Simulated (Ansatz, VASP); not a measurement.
# H107C58N29O10 in two plane-wave programs, part 2 of 2

Wanted: the spread between two codes on one cell, functional and k mesh. The cell is taken from a series of runs on this material, whose earlier steps may have relaxed, scaled, displaced or heated it; both programs get it as it stands.

VASP 6.6.1 and Ansatz 0.2.0.

So far. Step 2 (VASP: single point, PBE with D3(BJ)): The run ends at a pressure of -0.22 GPa, with forces up to 6.3 eV/Å.

## Step 3: Ansatz: single point, PBE with D3(BJ)

Level of this step: Ansatz beside VASP: Kohn-Sham DFT, plane waves, PBE with D3(BJ) (Ansatz).

Ansatz runs on its default PAW (the set named soft_2) files.

The same cell, functional and mesh now go to Ansatz, which takes its cutoff from its data sets.

input.yaml

```yaml
crystal:
  lattice:
    - [13.88095, 0.0, 0.0]
    - [0.0, 13.88095, 0.0]
    - [0.0, 0.0, 13.88095]
  atoms:
    - { symbol: C, position: [0.18103, 0.41229, 0.2901] }
    - { symbol: C, position: [0.25346, 0.482, 0.26162] }
    - { symbol: "N", position: [0.31731, 0.5352, 0.25] }
    - { symbol: H, position: [0.20596, 0.3387, 0.27566] }
    - { symbol: H, position: [0.16305, 0.42338, 0.3627] }
    - { symbol: H, position: [0.11329, 0.41802, 0.24658] }
    - { symbol: C, position: [0.32498, 0.81495, 0.48141] }
    - { symbol: C, position: [0.33891, 0.90178, 0.41979] }
    - { symbol: "N", position: [0.34183, 0.96777, 0.36838] }
    - { symbol: H, position: [0.26172, 0.82018, 0.5255] }
    - { symbol: H, position: [0.31151, 0.74869, 0.43722] }
    - { symbol: H, position: [0.38596, 0.80913, 0.52991] }
    - { symbol: C, position: [0.66459, 0.13473, 0.21908] }
    - { symbol: C, position: [0.6557, 0.02983, 0.21315] }
    - { symbol: "N", position: [0.64417, 0.94748, 0.21999] }
    - { symbol: H, position: [0.63629, 0.16342, 0.28608] }
    - { symbol: H, position: [0.73537, 0.15233, 0.21721] }
    - { symbol: H, position: [0.62005, 0.16595, 0.16254] }
    - { symbol: C, position: [0.03422, 0.3958, 0.94815] }
    - { symbol: C, position: [0.09209, 0.31442, 0.90456] }
    - { symbol: "N", position: [0.13575, 0.25674, 0.86588] }
    - { symbol: H, position: [0.98747, 0.3787, 0.01236] }
    - { symbol: H, position: [0.07857, 0.45799, 0.96669] }
    - { symbol: H, position: [0.98441, 0.43173, 0.90149] }
    - { symbol: C, position: [0.22441, 0.0122, 0.89343] }
    - { symbol: C, position: [0.26682, 0.00575, 0.98865] }
    - { symbol: "N", position: [0.29785, 0.99529, 0.06522] }
    - { symbol: H, position: [0.1575, 0.97486, 0.87455] }
    - { symbol: H, position: [0.20569, 0.0855, 0.8792] }
    - { symbol: H, position: [0.27156, 0.99849, 0.82804] }
    - { symbol: C, position: [0.72033, 0.32042, 0.55426] }
    - { symbol: C, position: [0.76458, 0.40474, 0.52157] }
    - { symbol: "N", position: [0.80008, 0.47631, 0.49165] }
    - { symbol: H, position: [0.7762, 0.2642, 0.55665] }
    - { symbol: H, position: [0.68162, 0.32311, 0.62592] }
    - { symbol: H, position: [0.66594, 0.29758, 0.50109] }
    - { symbol: C, position: [0.48396, 0.76435, 0.19987] }
    - { symbol: C, position: [0.51437, 0.77564, 0.10165] }
    - { symbol: "N", position: [0.53508, 0.76885, 0.02067] }
    - { symbol: H, position: [0.49496, 0.8285, 0.2522] }
    - { symbol: H, position: [0.40577, 0.74696, 0.19722] }
    - { symbol: H, position: [0.53369, 0.70808, 0.23122] }
    - { symbol: C, position: [0.99612, 0.06697, 0.7355] }
    - { symbol: C, position: [0.92261, 0.13958, 0.72594] }
    - { symbol: "N", position: [0.86629, 0.20066, 0.71877] }
    - { symbol: H, position: [0.06897, 0.08644, 0.70714] }
    - { symbol: H, position: [0.00962, 0.05416, 0.80994] }
    - { symbol: H, position: [0.97637, 0.99898, 0.70129] }
    - { symbol: C, position: [0.53486, 0.00642, 0.95185] }
    - { symbol: C, position: [0.53177, 0.96607, 0.8544] }
    - { symbol: "N", position: [0.53901, 0.92927, 0.78274] }
    - { symbol: H, position: [0.58883, 0.97147, 0.99212] }
    - { symbol: H, position: [0.54372, 0.08475, 0.95135] }
    - { symbol: H, position: [0.4693, 0.00226, 0.99207] }
    - { symbol: C, position: [0.88094, 0.07033, 0.40447] }
    - { symbol: C, position: [0.9709, 0.08746, 0.46244] }
    - { symbol: "N", position: [0.04175, 0.09355, 0.5065] }
    - { symbol: H, position: [0.81984, 0.11087, 0.42865] }
    - { symbol: H, position: [0.90366, 0.08979, 0.33408] }
    - { symbol: H, position: [0.85808, 0.99327, 0.4001] }
    - { symbol: C, position: [0.77434, 0.80452, 0.00384] }
    - { symbol: C, position: [0.79091, 0.89443, 0.95622] }
    - { symbol: "N", position: [0.79992, 0.96505, 0.9123] }
    - { symbol: H, position: [0.71982, 0.81743, 0.0621] }
    - { symbol: H, position: [0.74707, 0.74668, 0.95504] }
    - { symbol: H, position: [0.8435, 0.77454, 0.02682] }
    - { symbol: C, position: [0.81199, 0.78251, 0.30417] }
    - { symbol: C, position: [0.87404, 0.84402, 0.25396] }
    - { symbol: "N", position: [0.92209, 0.90292, 0.21497] }
    - { symbol: H, position: [0.83705, 0.79064, 0.37496] }
    - { symbol: H, position: [0.73672, 0.80552, 0.29501] }
    - { symbol: H, position: [0.8258, 0.70551, 0.28347] }
    - { symbol: C, position: [0.1636, 0.73487, 0.22836] }
    - { symbol: C, position: [0.0851, 0.67113, 0.26848] }
    - { symbol: "N", position: [0.02345, 0.6219, 0.29012] }
    - { symbol: H, position: [0.1382, 0.81281, 0.22296] }
    - { symbol: H, position: [0.23622, 0.7293, 0.26554] }
    - { symbol: H, position: [0.18429, 0.70396, 0.15717] }
    - { symbol: C, position: [0.98612, 0.40648, 0.63129] }
    - { symbol: C, position: [0.0833, 0.4211, 0.59742] }
    - { symbol: "N", position: [0.16361, 0.42426, 0.57544] }
    - { symbol: H, position: [0.94334, 0.47386, 0.63766] }
    - { symbol: H, position: [0.9502, 0.35922, 0.58364] }
    - { symbol: H, position: [0.9856, 0.37136, 0.70305] }
    - { symbol: C, position: [0.52156, 0.45856, 0.01215] }
    - { symbol: C, position: [0.58707, 0.47635, 0.09194] }
    - { symbol: "N", position: [0.62744, 0.49328, 0.16505] }
    - { symbol: H, position: [0.53595, 0.39075, 0.97739] }
    - { symbol: H, position: [0.44523, 0.45778, 0.03539] }
    - { symbol: H, position: [0.52934, 0.51196, 0.95082] }
    - { symbol: C, position: [0.59609, 0.84759, 0.51332] }
    - { symbol: C, position: [0.67168, 0.92019, 0.53076] }
    - { symbol: "N", position: [0.7366, 0.97142, 0.53507] }
    - { symbol: H, position: [0.52958, 0.87995, 0.47869] }
    - { symbol: H, position: [0.61712, 0.78492, 0.47848] }
    - { symbol: H, position: [0.56868, 0.82626, 0.5857] }
    - { symbol: C, position: [0.34604, 0.34204, 0.76202] }
    - { symbol: C, position: [0.44124, 0.3653, 0.73602] }
    - { symbol: "N", position: [0.52262, 0.38103, 0.72869] }
    - { symbol: H, position: [0.29063, 0.36755, 0.71231] }
    - { symbol: H, position: [0.34092, 0.26246, 0.77324] }
    - { symbol: H, position: [0.32881, 0.36664, 0.83426] }
    - { symbol: C, position: [0.60356, 0.62611, 0.7654] }
    - { symbol: C, position: [0.51573, 0.64539, 0.70904] }
    - { symbol: "N", position: [0.44513, 0.66308, 0.66618] }
    - { symbol: H, position: [0.66412, 0.62398, 0.71268] }
    - { symbol: H, position: [0.61587, 0.67863, 0.82136] }
    - { symbol: H, position: [0.59656, 0.55582, 0.80515] }
    - { symbol: C, position: [0.28429, 0.26351, 0.07021] }
    - { symbol: C, position: [0.37075, 0.24084, 0.01466] }
    - { symbol: "N", position: [0.44093, 0.22282, 0.97059] }
    - { symbol: H, position: [0.22446, 0.21287, 0.0465] }
    - { symbol: H, position: [0.29508, 0.24749, 0.15141] }
    - { symbol: H, position: [0.25471, 0.33935, 0.06124] }
    - { symbol: C, position: [0.2323, 0.17866, 0.56289] }
    - { symbol: C, position: [0.29375, 0.13278, 0.63654] }
    - { symbol: "N", position: [0.34569, 0.09621, 0.69456] }
    - { symbol: H, position: [0.20517, 0.13182, 0.50708] }
    - { symbol: H, position: [0.16394, 0.20762, 0.59603] }
    - { symbol: H, position: [0.26959, 0.23395, 0.51933] }
    - { symbol: C, position: [0.45936, 0.49971, 0.46446] }
    - { symbol: C, position: [0.47258, 0.59881, 0.43396] }
    - { symbol: "N", position: [0.48979, 0.67674, 0.40641] }
    - { symbol: H, position: [0.45474, 0.45584, 0.40042] }
    - { symbol: H, position: [0.51547, 0.46681, 0.50691] }
    - { symbol: H, position: [0.39191, 0.49076, 0.50213] }
    - { symbol: C, position: [0.68754, 0.27219, 0.85646] }
    - { symbol: C, position: [0.71931, 0.37325, 0.84963] }
    - { symbol: "N", position: [0.74832, 0.45137, 0.85026] }
    - { symbol: H, position: [0.61706, 0.26829, 0.88927] }
    - { symbol: H, position: [0.69042, 0.24026, 0.78609] }
    - { symbol: H, position: [0.73982, 0.23086, 0.89836] }
    - { symbol: C, position: [0.84954, 0.42957, 0.27002] }
    - { symbol: C, position: [0.88883, 0.34258, 0.31898] }
    - { symbol: "N", position: [0.91124, 0.2753, 0.36214] }
    - { symbol: H, position: [0.86642, 0.43522, 0.19631] }
    - { symbol: H, position: [0.76992, 0.43232, 0.27152] }
    - { symbol: H, position: [0.87301, 0.49887, 0.30489] }
    - { symbol: C, position: [0.23574, 0.7076, 0.94596] }
    - { symbol: C, position: [0.29961, 0.62273, 0.93498] }
    - { symbol: "N", position: [0.35325, 0.561, 0.91793] }
    - { symbol: H, position: [0.18455, 0.6934, 0.00222] }
    - { symbol: H, position: [0.27615, 0.7748, 0.95681] }
    - { symbol: H, position: [0.19412, 0.72395, 0.88205] }
    - { symbol: C, position: [0.8376, 0.56235, 0.04359] }
    - { symbol: C, position: [0.94025, 0.58234, 0.03747] }
    - { symbol: "N", position: [0.02042, 0.60765, 0.04005] }
    - { symbol: H, position: [0.80726, 0.58917, 0.97561] }
    - { symbol: H, position: [0.82421, 0.48298, 0.05131] }
    - { symbol: H, position: [0.80036, 0.60151, 0.10461] }
    - { symbol: C, position: [0.15938, 0.05234, 0.2865] }
    - { symbol: C, position: [0.13735, 0.13391, 0.23511] }
    - { symbol: "N", position: [0.12469, 0.2099, 0.20415] }
    - { symbol: H, position: [0.1926, 0.99186, 0.24686] }
    - { symbol: H, position: [0.20223, 0.06973, 0.34848] }
    - { symbol: H, position: [0.09228, 0.02109, 0.31077] }
    - { symbol: C, position: [0.83149, 0.79628, 0.64678] }
    - { symbol: C, position: [0.85244, 0.74514, 0.73489] }
    - { symbol: "N", position: [0.86852, 0.71611, 0.81211] }
    - { symbol: H, position: [0.80402, 0.759, 0.5831] }
    - { symbol: H, position: [0.78444, 0.85594, 0.66561] }
    - { symbol: H, position: [0.89556, 0.82526, 0.61365] }
    - { symbol: C, position: [0.55151, 0.1248, 0.61404] }
    - { symbol: C, position: [0.51024, 0.18513, 0.54398] }
    - { symbol: "N", position: [0.48049, 0.23477, 0.48266] }
    - { symbol: H, position: [0.62828, 0.14754, 0.62067] }
    - { symbol: H, position: [0.52379, 0.13992, 0.6849] }
    - { symbol: H, position: [0.55269, 0.05308, 0.59352] }
    - { symbol: C, position: [0.93156, 0.11646, 0.06941] }
    - { symbol: C, position: [0.88467, 0.21352, 0.06665] }
    - { symbol: "N", position: [0.84313, 0.28366, 0.07416] }
    - { symbol: H, position: [0.98956, 0.11298, 0.12309] }
    - { symbol: H, position: [0.87376, 0.07012, 0.10259] }
    - { symbol: H, position: [0.95498, 0.08405, 0.00251] }
    - { symbol: O, position: [0.32405, 0.84579, 0.72869] }
    - { symbol: H, position: [0.36017, 0.90757, 0.737] }
    - { symbol: H, position: [0.37049, 0.79072, 0.72806] }
    - { symbol: O, position: [0.12656, 0.8529, 0.71541] }
    - { symbol: H, position: [0.19762, 0.86262, 0.7222] }
    - { symbol: H, position: [0.11388, 0.80239, 0.66562] }
    - { symbol: O, position: [0.61212, 0.34097, 0.32477] }
    - { symbol: H, position: [0.63434, 0.39754, 0.2861] }
    - { symbol: H, position: [0.55595, 0.31002, 0.29195] }
    - { symbol: O, position: [0.26807, 0.62292, 0.61866] }
    - { symbol: H, position: [0.33411, 0.62844, 0.64692] }
    - { symbol: H, position: [0.25824, 0.55615, 0.59346] }
    - { symbol: O, position: [0.09565, 0.70071, 0.58128] }
    - { symbol: H, position: [0.15943, 0.67087, 0.59652] }
    - { symbol: H, position: [0.04999, 0.64967, 0.55893] }
    - { symbol: O, position: [0.38697, 0.09041, 0.22218] }
    - { symbol: H, position: [0.38943, 0.04254, 0.27596] }
    - { symbol: H, position: [0.37188, 0.05645, 0.16047] }
    - { symbol: O, position: [0.05889, 0.90323, 0.07295] }
    - { symbol: H, position: [0.00899, 0.92875, 0.11821] }
    - { symbol: H, position: [0.02814, 0.88743, 0.00974] }
    - { symbol: O, position: [0.95337, 0.59985, 0.48919] }
    - { symbol: H, position: [0.96925, 0.61501, 0.42057] }
    - { symbol: H, position: [0.89295, 0.56071, 0.49177] }
    - { symbol: O, position: [0.43606, 0.2763, 0.27931] }
    - { symbol: H, position: [0.43621, 0.21292, 0.24506] }
    - { symbol: H, position: [0.42604, 0.26546, 0.34982] }
    - { symbol: O, position: [0.009, 0.85264, 0.88572] }
    - { symbol: H, position: [0.95344, 0.81083, 0.86689] }
    - { symbol: H, position: [0.06595, 0.83688, 0.84452] }
kpoints:
  mp_grid: { grid: [1, 1, 1] }
hamiltonian:
  xc: pbe
  dispersion: d3bj
scf:
  occupations: { method: fixed }
output:
  forces: true
  stress: true
  populations: intrinsic
  dos:
    method: { smearing: { sigma: 0.1 } }
    de: 0.1
    projected: { site_lists: { C: [C], H: [H], "N": ["N"], O: [O] } }
  eigenvalues: true
  write_density: true
  write_potential: true
  volumetric_format: npy
  elf: true
```

The run is started by

```sh
ansatz run input.yaml --threads 8 --pin off --max-ram 15872MiB --backend cpu --events-out ev --progress --plain --runs-dir out
```

Numbers of over 12 decimals in the logs are rounded to 6 here.

The program printed:

```text
Engine: ansatz 0.2.0, x86_64-unknown-linux-gnu
Pseudopotentials: kind: paw
Pseudopotential: C, paw, valence charge 4, recommended cutoff 420 eV (normal), C.paw.azcp
Pseudopotential: N, paw, valence charge 5, recommended cutoff 420 eV (normal), N.paw.azcp
Pseudopotential: H, paw, valence charge 1, recommended cutoff 420 eV (normal), H.paw.azcp
Pseudopotential: O, paw, valence charge 6, recommended cutoff 420 eV (normal), O.paw.azcp
Functional definition: PBE
  parameter kappa = 0.804
  parameter beta = 0.066725
  exchange = pbe_x(kappa = kappa, mu = beta*pi^2/3)
  correlation = pbe_c(beta = beta)
Crystal: 204 atoms, lattice volume = 2674.592 Å³
Basis set: ecut = 420 eV, 52299 PW (Γ), exchange–correlation on 192×192×192 points (8 copies of the dense FFT grid, shifted against one another)
Bands: 476, of which v1, the nominal top of the filled ones, is band 272 counted from 1 (271 counted from 0)
Symmetry: 1 space group operations
Space group: P1 (ITA 1), of the structure as read, at distance tolerance 1.4e-4 Å
k-points: 1
Non-local potential: C, projectors of the file, l = 0: 2, l = 1: 2, l = 2: 1
Non-local potential: N, projectors of the file, l = 0: 2, l = 1: 2, l = 2: 1
Non-local potential: H, projectors of the file, l = 0: 2, l = 1: 1
Non-local potential: O, projectors of the file, l = 0: 2, l = 1: 2, l = 2: 1
PAW form: soft (Blöchl's): semilocal exchange-correlation on the pseudo side does not see the compensation charge
PAW one-centre angular grid: C, 110 points (default); XC on 64 Gauss nodes
PAW one-centre angular grid: N, 110 points (default); XC on 64 Gauss nodes
PAW one-centre angular grid: H, 110 points (default); XC on 64 Gauss nodes
PAW one-centre angular grid: O, 110 points (default); XC on 64 Gauss nodes
Initial density: superposition of atomic densities (neutral atoms: chi_scale 0, normalization atom), corrected by the library's trained network
Initial wavefunctions: pseudopotential atomic-orbital guess
Functional: x = pbe(κ = 0.804, μ = 0.219515), c = pbe(β = 0.066725)
SCF iter   1: F=—  HF=-33069.674947 eV  |F-HF|=—  |Δ(HF+E_count)|=         —  Δρ=3.26e-3  dr2=4.13e-1  ethr=1.77e-3  ⟨swp⟩=5.0  Hψ=1634  notcnv=0  defer=198
preconditioner: auto → Resta (q_TF=auto, 2.092 Å⁻¹)  ε∞=2.3  [insulator: Δε(μ)=4.465 eV  Ē_g=14.642 eV  n_scr=436 (ndim 8)  ℏωp=16.7 eV  f_vac=0.250  ε∞_Penn≈2.3]
SCF iter   2: F=—  HF=-33069.699198 eV  |F-HF|=—  |Δ(HF+E_count)|=   2.43e-2  Δρ=1.91e-3  dr2=1.18e-1  ethr=7.59e-5  ⟨swp⟩=3.0  Hψ=799  notcnv=0  defer=202
SCF iter   3: F=—  HF=-33069.706957 eV  |F-HF|=—  |Δ(HF+E_count)|=   7.76e-3  Δρ=1.04e-3  dr2=4.76e-2  ethr=2.17e-5  ⟨swp⟩=4.0  Hψ=544  notcnv=0  defer=202
SCF iter   4: F=—  HF=-33069.706141 eV  |F-HF|=—  |Δ(HF+E_count)|=   8.17e-4  Δρ=3.31e-4  dr2=4.49e-3  ethr=8.75e-6  ⟨swp⟩=4.0  Hψ=530  notcnv=0  defer=202
SCF iter   5: F=—  HF=-33069.705526 eV  |F-HF|=—  |Δ(HF+E_count)|=   6.15e-4  Δρ=2.00e-4  dr2=1.25e-3  ethr=8.25e-7  ⟨swp⟩=3.0  Hψ=552  notcnv=0  defer=202
SCF iter   6: F=—  HF=-33069.705334 eV  |F-HF|=—  |Δ(HF+E_count)|=   1.92e-4  Δρ=9.23e-5  dr2=2.64e-4  ethr=2.29e-7  ⟨swp⟩=2.0  Hψ=820  notcnv=0  defer=202
SCF iter   7: F=—  HF=-33069.705330 eV  |F-HF|=—  |Δ(HF+E_count)|=   4.17e-6  Δρ=3.58e-5  dr2=3.42e-5  ethr=4.86e-8  ⟨swp⟩=2.0  Hψ=527  notcnv=0  defer=202
SCF iter   8: F=—  HF=-33069.707549 eV  |F-HF|=—  |Δ(HF+E_count)|=   2.22e-3  Δρ=1.10e-5  dr2=3.70e-6  ethr=6.28e-9  ⟨swp⟩=2.0  Hψ=548  notcnv=0  defer=202
SCF iter   9: F=—  HF=-33069.707550 eV  |F-HF|=—  |Δ(HF+E_count)|=   1.07e-6  Δρ=5.68e-6  dr2=1.02e-6  ethr=6.80e-10  ⟨swp⟩=2.0  Hψ=533  notcnv=0  defer=202
SCF iter  10: F=—  HF=-33069.707550 eV  |F-HF|=—  |Δ(HF+E_count)|=   8.60e-8  Δρ=2.88e-6  dr2=2.51e-7  ethr=1.87e-10  ⟨swp⟩=3.0  Hψ=535  notcnv=0  defer=202
SCF iter  11: F=-33069.707550 eV  HF=-33069.707550 eV  |F-HF|=2.90e-9  |Δ(HF+E_count)|=   2.32e-8  Δρ=8.69e-7  dr2=2.27e-8  ethr=1.84e-11  ⟨swp⟩=22.0  Hψ=4568  notcnv=0
SCF 1 converged in 11 iterations: F = -33069.707550 eV  dr2 = 2.27e-8
  greatest PAW one-centre occupation: 0.864 electrons in one spin orbital (limit 2), on the O atom at site 192 (counted from 0), in its partial waves of l = 0
[...]
--- intrinsic populations: 204 sites ---
  site symbol       q [e]
     0      C      4.5875
     1      C      3.8318
     2      N      5.2916
     3      H      0.7707
     4      H      0.7531
     5      H      0.7750
     6      C      4.5593
     7      C      3.8074
     8      N      5.2653
     9      H      0.7488
    10      H      0.7689
    11      H      0.7760
    12      C      4.6066
    13      C      3.8183
    14      N      5.3000
    15      H      0.7547
    16      H      0.7541
    17      H      0.7627
    18      C      4.5895
    19      C      3.8278
    20      N      5.2816
    21      H      0.7810
    22      H      0.7632
    23      H      0.7598
[...]
196      H      0.6291
   197      H      0.6354
   198      O      6.7716
   199      H      0.6230
   200      H      0.6205
   201      O      6.7726
   202      H      0.6275
   203      H      0.6252
  spilling = 0.000000 (of n_electrons = 544.000000)
```

## Step 4: Side by side

Known differences besides the potentials themselves: fixed occupations in Ansatz, narrow Gaussian smearing in VASP; the cutoff is 420 eV in Ansatz and 600 eV in VASP (PREC = Accurate, projectors in real space). Total energies have different zeros and are not compared.

The two programs side by side:

| quantity | Ansatz | VASP | difference |
| --- | --- | --- | --- |
| pressure (GPa) | -0.34 | -0.22 | -0.12 |
| gap on the k mesh (eV) | 4.461 | 4.448 | +0.013 |

Forces on 7 of the 204 atoms, those with the largest forces and the largest differences (eV/Å; atoms numbered as in POSCAR):

| atom | Ansatz x, y, z | VASP x, y, z |
| --- | --- | --- |
| C8 | -2.933, 3.592, 1.832 | -3.226, 3.982, 2.092 |
| C12 | 1.166, 3.600, -1.055 | 1.052, 3.375, -0.964 |
| C18 | -0.207, 2.204, 5.184 | -0.263, 2.505, 5.773 |
| C24 | 2.226, 3.184, -2.600 | 2.080, 3.008, -2.481 |
| C26 | 3.853, 2.935, -1.608 | 4.282, 3.278, -1.764 |
| C58 | 2.406, -3.980, -0.233 | 2.690, -4.466, -0.281 |
| N67 | 0.196, -2.158, -4.625 | 0.251, -2.456, -5.207 |

The forces differ by 128 meV/Å r.m.s., which is 13.3 % of the r.m.s. force of 0.961 eV/Å (both taken over all components). A gap on the mesh is an upper bound, since the band edges may lie between its points.

## Step 5: Results

* r.m.s. force difference (single point, PBE with D3(BJ)): 13 % of the r.m.s. force

What this shows: The r.m.s. force difference is 13 % of the r.m.s. force (single point, PBE with D3(BJ)), beyond the 3 % picked in this series as the mark of a large difference. What causes the difference of the single point, PBE with D3(BJ) pair stays open here. Such differences can come from data sets, numerical settings and the points named under the comparisons, not from the functional's error against experiment.

[Lines on the potential files, build, host, timing and source positions are cut from VASP's logs without a mark.]

[Logs are printed without paths, hosts, clocks, repeated set-up lines and the standing remarks that a program may print on its own settings, such as how far it seeks lower states.]

[Hosts, paths, dates, database ids (printed as entryN), source tags and the programs' standing remarks are cut or masked in the printed files.]
